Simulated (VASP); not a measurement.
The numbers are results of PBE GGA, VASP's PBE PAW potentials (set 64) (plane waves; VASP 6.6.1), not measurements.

VASP ran on this input.

INCAR:
```
ALGO = Normal   ! blocked Davidson
PREC = Accurate
LREAL = .FALSE.   ! projection in real space or not
EDIFF = 1E-6   ! SCF stop (eV)
GGA = PE
ISIF = 2   ! forces and stress, cell fixed
LASPH = .TRUE.   ! aspherical one-centre terms
LCHARG = .FALSE.
SIGMA = 0.05
ISMEAR = 0
NELM = 100   ! most electronic steps
ENCUT = 400   ! plane-wave cut-off (eV)
LWAVE = .FALSE.
SYSTEM = NaI
LMAXMIX = 4   ! l cut-off of mixed one-centre charges
```

**KPOINTS**
```
Automatic
0
Gamma
6 6 6
```

POSCAR:
```
NaI
6.59940
  0.0000000000   0.5000000000   0.5000000000
  0.5000000000   0.0000000000   0.5000000000
  0.5000000000   0.5000000000   0.0000000000
Na I
1 1
Cartesian
  0.0000000000   0.0000000000   0.0000000000
  0.5000000000   0.5000000000   0.5000000000
```

POTCAR, in this order: Na_pv I (PBE.64 set). Program: vasp_std.

Unless said otherwise, spin-orbit coupling is left out, though it shifts the bands of the heavy elements here.

### Question
Predict the energy per atom (σ→0), band gap (on the k-mesh).

### Answer

```yaml
energy per atom (σ→0): -259.7 kJ/mol-atom
band gap (on the k-mesh): 3.49 eV
```

OSZICAR:
```
...
DAV:   5    -0.546133854091E+01   -0.40908E-02   -0.40908E-02   411   0.187E+00    0.160E+00
DAV:   6    -0.539194607328E+01    0.69392E-01   -0.98391E-02   403   0.203E+00    0.109E+00
DAV:   7    -0.538167890197E+01    0.10267E-01   -0.80420E-02   403   0.169E+00    0.596E-01
DAV:   8    -0.538401851347E+01   -0.23396E-02   -0.59556E-03   358   0.730E-01    0.159E-01
DAV:   9    -0.538398039002E+01    0.38123E-04   -0.14990E-04   400   0.131E-01    0.484E-02
DAV:  10    -0.538399975547E+01   -0.19365E-04   -0.47515E-05   403   0.791E-02    0.702E-03
DAV:  11    -0.538400069654E+01   -0.94108E-06   -0.48568E-06   370   0.232E-02
   1 F= -.53840007E+01 E0= -.53840007E+01  d E =-.913563E-14
```

The compound is NaI in the rock salt structure. The cell was not relaxed at this level.
